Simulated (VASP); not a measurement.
Energy against volume of CdSe (zinc blende). Level of theory: PBE GGA, VASP's PBE PAW potentials (set 64) (plane waves; VASP). Run with 520 eV cut-off, 7×7×7 Γ-centred mesh, Gaussian smearing of 0.050 eV, potentials Cd Se.

```tsv
V (Å³/atom)	E (eV/atom)
28.085	-2.73195
28.982	-2.74509
29.878	-2.74926
30.774	-2.74588
```

Fit these four points and predict the energy of the run at 31.671 Å³/atom.

A cubic in V^(−2/3), the third-order Birch-Murnaghan form, passes through the four points with V0 = 29.90 Å³/atom and B0 = 45 GPa, and gives -2.7361 eV/atom there. The run gave -2.7361 eV/atom, -0.0 meV/atom from the fit; all five points give B0 = 45 GPa.

The compound is CdSe in the zinc blende structure, whereas wurtzite is the usual form. It was relaxed first, which changed the volume by +8 %.
